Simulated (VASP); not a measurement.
All values below come from LDA (Ceperley-Alder, Perdew-Zunger), VASP's LDA PAW potentials (set 64) (plane waves; VASP).

Input for VASP

File KPOINTS:
```
kpoints
0
gamma
  11 11 3
```

POSCAR:
```
MoTe2
1.0
  1.5638958907  -2.7087340834   0.0000000000
  1.5638958907   2.7087340834   0.0000000000
  0.0000000000   0.0000000000  12.1795901490
Te Mo
4 2
direct
  0.3333330000   0.6666670000   0.9001128551
  0.6666670000   0.3333330000   0.4001128551
  0.6666670000   0.3333330000   0.0998871449
  0.3333330000   0.6666670000   0.5998871449
  0.3333330000   0.6666670000   0.2500000000
  0.6666670000   0.3333330000   0.7500000000
```

INCAR:
```
ALGO=Normal
EDIFF=1E-6
EDIFFG=-0.02
ENCUT=500
IBRION=2
ISIF=3
ISMEAR=1
LASPH=T
LCHARG=F
LMAXMIX=4
LREAL=F
LWAVE=F
NELM=100
NSW=40
PREC=Accurate
PSTRESS=450
SIGMA=0.1
SYSTEM=MoTe2
```

POTCAR, in this order: Te Mo_sv (LDA.64 set). Program: vasp_std.

Output of the run:

### OSZICAR
```
       N       E                     dE             d eps       ncg     rms          rms(c)
DAV:   1     0.468884431344E+03    0.46888E+03   -0.27203E+04  2224   0.153E+03
DAV:   2    -0.104003887706E+02   -0.47928E+03   -0.46940E+03  2285   0.401E+02
DAV:   3    -0.380561471374E+02   -0.27656E+02   -0.27199E+02  2510   0.808E+01
DAV:   4    -0.386623027362E+02   -0.60616E+00   -0.60359E+00  2351   0.122E+01
DAV:   5    -0.386736591497E+02   -0.11356E-01   -0.11347E-01  2443   0.180E+00    0.367E+01
DAV:   6    -0.375860387905E+02    0.10876E+01   -0.22221E+00  2208   0.825E+00    0.171E+01
DAV:   7    -0.373950715684E+02    0.19097E+00   -0.11850E+00  2299   0.663E+00    0.362E+00
DAV:   8    -0.373813401050E+02    0.13731E-01   -0.11223E-01  2405   0.194E+00    0.275E+00
DAV:   9    -0.373862006486E+02   -0.48605E-02   -0.64606E-02  2366   0.120E+00    0.212E+00
DAV:  10    -0.373763316581E+02    0.98690E-02   -0.76025E-02  2375   0.149E+00    0.891E-01
DAV:  11    -0.373755808450E+02    0.75081E-03   -0.64810E-03  2485   0.399E-01    0.437E-01
DAV:  12    -0.373756156194E+02   -0.34774E-04   -0.32068E-04  2303   0.796E-02    0.491E-01
DAV:  13    -0.373756252962E+02   -0.96767E-05   -0.23488E-05  2353   0.278E-02    0.540E-01
DAV:  14    -0.373757013866E+02   -0.76090E-04   -0.64839E-04  2236   0.120E-01    0.532E-01
DAV:  15    -0.373759426876E+02   -0.24130E-03   -0.34272E-04  2398   0.700E-02    0.119E+00
DAV:  16    -0.373760448227E+02   -0.10214E-03   -0.29674E-05  2232   0.239E-02    0.133E+00
DAV:  17    -0.373761435598E+02   -0.98737E-04   -0.17666E-05  2165   0.168E-02    0.147E+00
DAV:  18    -0.373757116472E+02    0.43191E-03   -0.39287E-04  2347   0.829E-02    0.881E-01
DAV:  19    -0.373755291760E+02    0.18247E-03   -0.41373E-04  2367   0.813E-02    0.196E-01
DAV:  20    -0.373755224977E+02    0.66783E-05   -0.78545E-05  2234   0.336E-02    0.455E-02
DAV:  21    -0.373755223105E+02    0.18720E-06   -0.25828E-06  1729   0.707E-03
   1 F= -.83928243E+01 E0= -.83927857E+01  d E =-.839282E+01
```

**OUTCAR**
```
------------------------ aborting loop because EDIFF is reached ----------------------------------------
  FORCE on cell =-STRESS in cart. coord.  units (eV):
  Direction    XX          YY          ZZ          XY          YZ          ZX
  --------------------------------------------------------------------------------------
  Total       28.9799218     28.9796425     29.0357137      0.0000000      0.0000000      0.0000000
  in kB      449.9568953    449.9525574    450.8231485      0.0000000      0.0000000      0.0000000
  external PRESSURE =       0.2442004 kB  Pullay stress =     450.0000000 kB
  volume of cell :      103.19
      direct lattice vectors                 reciprocal lattice vectors
     1.563895891 -2.708734083  0.000000000     0.319714377 -0.184588071  0.000000000
     1.563895891  2.708734083  0.000000000     0.319714377  0.184588071  0.000000000
     0.000000000  0.000000000 12.179590149     0.000000000  0.000000000  0.082104569
 POSITION                                       TOTAL-FORCE (eV/Angst)
 -----------------------------------------------------------------------------------
      1.56390      0.90291     10.96301         0.000000     -0.000000      0.014634
      1.56390     -0.90291      4.87321        -0.000000      0.000000      0.014634
      1.56390     -0.90291      1.21658        -0.000000      0.000000     -0.014634
      1.56390      0.90291      7.30638         0.000000      0.000000     -0.014634
      1.56390      0.90291      3.04490         0.000000     -0.000000      0.000000
      1.56390     -0.90291      9.13469        -0.000000      0.000000      0.000000
 -----------------------------------------------------------------------------------
    total drift:                                0.000000      0.001402     -0.000026
  FREE ENERGIE OF THE ION-ELECTRON SYSTEM (eV)
  ---------------------------------------------------
  free  energy   TOTEN  =       -37.3755223105 eV

  energy  without entropy=      -37.3754067496  energy(sigma->0) =      -37.37548379
  enthalpy is  TOTEN    =        -8.3928242637 eV   P V=       28.9826980468

 reached required accuracy - stopping structural energy minimisation
```
(Selected blocks of OUTCAR.)

The compound is MoTe2 in the 2H layered structure. It was relaxed first under an external pressure of 45 GPa.
